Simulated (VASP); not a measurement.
Output of a VASP run:

OUTCAR:
```
 ion  position               nearest neighbor table
   1  0.000  0.000  0.000-
  LATTYP: Found a body centered cubic cell.
 ALAT       =     2.9408876156
 Subroutine PRICEL returns:
 Original cell was already a primitive cell.
 Subroutine GETGRP returns: Found 48 space group operations
The static configuration has the point symmetry O_h .
The dynamic configuration has the point symmetry O_h .
 Subroutine INISYM returns: Found 48 space group operations
 Subroutine IBZKPT returns following result:
 Found    165 irreducible k-points:

 Following reciprocal coordinates:
            Coordinates               Weight
  0.000000  0.000000  0.000000      1.000000
  0.058824  0.000000  0.000000     12.000000
  0.117647  0.000000  0.000000     12.000000
  0.176471  0.000000  0.000000     12.000000
  0.235294  0.000000  0.000000     12.000000
  0.294118  0.000000  0.000000     12.000000
  0.352941  0.000000  0.000000     12.000000
  0.411765  0.000000  0.000000     12.000000
  0.470588  0.000000  0.000000     12.000000
  0.058824  0.058824  0.000000     24.000000
  0.117647  0.058824  0.000000     48.000000
  0.176471  0.058824  0.000000     48.000000
  0.235294  0.058824  0.000000     48.000000
  0.294118  0.058824  0.000000     48.000000
  0.352941  0.058824 -0.000000     48.000000
  0.411765  0.058824  0.000000     48.000000
  0.470588  0.058824  0.000000     24.000000
  0.117647  0.117647  0.000000     24.000000
  0.176471  0.117647  0.000000     48.000000
  0.235294  0.117647  0.000000     48.000000
  0.294118  0.117647  0.000000     48.000000
  0.352941  0.117647  0.000000     48.000000
  0.411765  0.117647  0.000000     48.000000
  0.176471  0.176471  0.000000     24.000000
  0.235294  0.176471  0.000000     48.000000
  0.294118  0.176471 -0.000000     48.000000
  0.352941  0.176471 -0.000000     48.000000
  0.411765  0.176471  0.000000     24.000000
  0.235294  0.235294  0.000000     24.000000
  0.294118  0.235294  0.000000     48.000000
  0.352941  0.235294  0.000000     48.000000
  0.294118  0.294118  0.000000     24.000000
  0.352941  0.294118  0.000000     24.000000
  0.058824  0.058824  0.058824      8.000000
  0.117647  0.058824  0.058824     24.000000
  0.176471  0.058824  0.058824     24.000000
  0.235294  0.058824  0.058824     24.000000
  0.294118  0.058824  0.058824     24.000000
  0.352941  0.058824  0.058824     24.000000
  0.411765  0.058824  0.058824     24.000000
   k-points           NKPTS =    165   k-points in BZ     NKDIM =    165   number of bands    NBANDS=     10
   number of dos      NEDOS =    301   number of ions     NIONS =      1
   total plane-waves  NPLWV =   8000
   dimension x,y,z NGX =    20 NGY =   20 NGZ =   20
   dimension x,y,z NGXF=    40 NGYF=   40 NGZF=   40
   ions per type =               1
   PREC   = accura    normal or accurate (medium, high low for compatibility)
   ISTART =      0    job   : 0-new  1-cont  2-samecut
   ICHARG =      2    charge: 1-file 2-atom 10-const
   ISPIN  =      1    spin polarized calculation?
   LNONCOLLINEAR =      F non collinear calculations
   LSORBIT =      F    spin-orbit coupling
   INIWAV =      1    electr: 0-lowe 1-rand  2-diag
   ENCUT  =  520.0 eV  38.22 Ry    6.18 a.u.   4.74  4.74  4.74*2*pi/ulx,y,z
   NELM   =    100;   NELMIN=  2; NELMDL= -5     # of ELM steps
   EDIFF  = 0.1E-06   stopping-criterion for ELM
   LREAL  =      F    real-space projection
   NLSPLINE    = F    spline interpolate recip. space projectors
   LMAXMIX     =    4 max onsite mixed and CHGCAR
   VOSKOWN=      0    Vosko Wilk Nusair interpolation
   EDIFFG = 0.1E-05   stopping-criterion for IOM
   NSW    =      0    number of steps for IOM
   NBLOCK =      1;   KBLOCK =      1    inner block; outer block
   IBRION =     -1    ionic relax: 0-MD 1-quasi-New 2-CG
   NFREE  =      0    steps in history (QN), initial steepest desc. (CG)
...
```

**OSZICAR**
```
       N       E                     dE             d eps       ncg     rms          rms(c)
DAV:   1     0.881090770459E+02    0.88109E+02   -0.72970E+03  3300   0.143E+03
DAV:   2    -0.592592984667E+01   -0.94035E+02   -0.92141E+02  3382   0.367E+02
DAV:   3    -0.729578002310E+01   -0.13699E+01   -0.13374E+01  3460   0.527E+01
DAV:   4    -0.730537194360E+01   -0.95919E-02   -0.95857E-02  3350   0.440E+00
DAV:   5    -0.730547366261E+01   -0.10172E-03   -0.10172E-03  3422   0.467E-01    0.200E+01
DAV:   6    -0.606305986057E+01    0.12424E+01   -0.47841E+00  3316   0.335E+01    0.255E+00
DAV:   7    -0.604298119137E+01    0.20079E-01   -0.26769E-02  3326   0.222E+00    0.117E+00
DAV:   8    -0.603581709997E+01    0.71641E-02   -0.70122E-03  3324   0.148E+00    0.711E-02
DAV:   9    -0.603583408281E+01   -0.16983E-04   -0.14725E-04  3346   0.203E-01    0.341E-02
DAV:  10    -0.603584582267E+01   -0.11740E-04   -0.13102E-05  3316   0.430E-02    0.224E-03
DAV:  11    -0.603584613392E+01   -0.31125E-06   -0.15474E-07  2924   0.557E-03    0.807E-04
DAV:  12    -0.603584646301E+01   -0.32909E-06   -0.23708E-08  1658   0.241E-03    0.315E-04
DAV:  13    -0.603584647653E+01   -0.13517E-07   -0.15077E-09  1650   0.622E-04
   1 F= -.60358465E+01 E0= -.60356052E+01  d E =-.723973E-03
```

### OUTCAR
```
------------------------ aborting loop because EDIFF is reached ----------------------------------------
  FORCE on cell =-STRESS in cart. coord.  units (eV):
  Direction    XX          YY          ZZ          XY          YZ          ZX
  --------------------------------------------------------------------------------------
  Total        0.5084856      0.5084856      0.5084856      0.0000000     -0.0000000      0.0000000
  in kB       64.0595593     64.0595593     64.0595593      0.0000000     -0.0000000      0.0000000
  external PRESSURE =      64.0595593 kB  Pullay stress =       0.0000000 kB
  volume of cell :       12.72
      direct lattice vectors                 reciprocal lattice vectors
    -1.470443808  1.470443808  1.470443808     0.000000000  0.340033395  0.340033395
     1.470443808 -1.470443808  1.470443808     0.340033395  0.000000000  0.340033395
     1.470443808  1.470443808 -1.470443808     0.340033395  0.340033395  0.000000000
 POSITION                                       TOTAL-FORCE (eV/Angst)
 -----------------------------------------------------------------------------------
      0.00000      0.00000      0.00000        -0.000000     -0.000000     -0.000000
 -----------------------------------------------------------------------------------
    total drift:                                0.000000     -0.000000      0.000000
  FREE ENERGIE OF THE ION-ELECTRON SYSTEM (eV)
  ---------------------------------------------------
  free  energy   TOTEN  =        -6.0358464765 eV

  energy  without entropy=       -6.0351225039  energy(sigma->0) =       -6.03560515
```
(Selected blocks of OUTCAR.)

POSCAR:
```
V
1
   -1.4704438078     1.4704438078     1.4704438078
    1.4704438078    -1.4704438078     1.4704438078
    1.4704438078     1.4704438078    -1.4704438078
V
1
Direct
  0.0000000000   0.0000000000   0.0000000000
```

Task: Write an INCAR and KPOINTS that could have produced this output.

Result: This is not unique; one that fits is the input of the run itself, optB86b-vdW, plane waves, VASP's PBE PAW potentials (set 64).

### KPOINTS
```
K-points
0
gamma
 17 17 17
0 0 0
```

INCAR:
```
SYSTEM = V
PREC = Accurate
ENCUT = 520
EDIFF = 1E-7
NELM = 100
ALGO = Normal
LREAL = .FALSE.
LASPH = .TRUE.
ISMEAR = 1
SIGMA = 0.1
GGA = MK
PARAM1 = 0.1234
PARAM2 = 1.0
LUSE_VDW = .TRUE.
AGGAC = 0.0
LMAXMIX = 4
LWAVE = .FALSE.
LCHARG = .FALSE.
ISIF = 2
```

POTCAR, in this order: V_sv (PBE.64 set). Program: vasp_std.

The compound is V in the bcc structure. This cell is one point of a volume scan, at 0.97 of the reference volume. The run is not spin-polarised, so no magnetic state was tried.
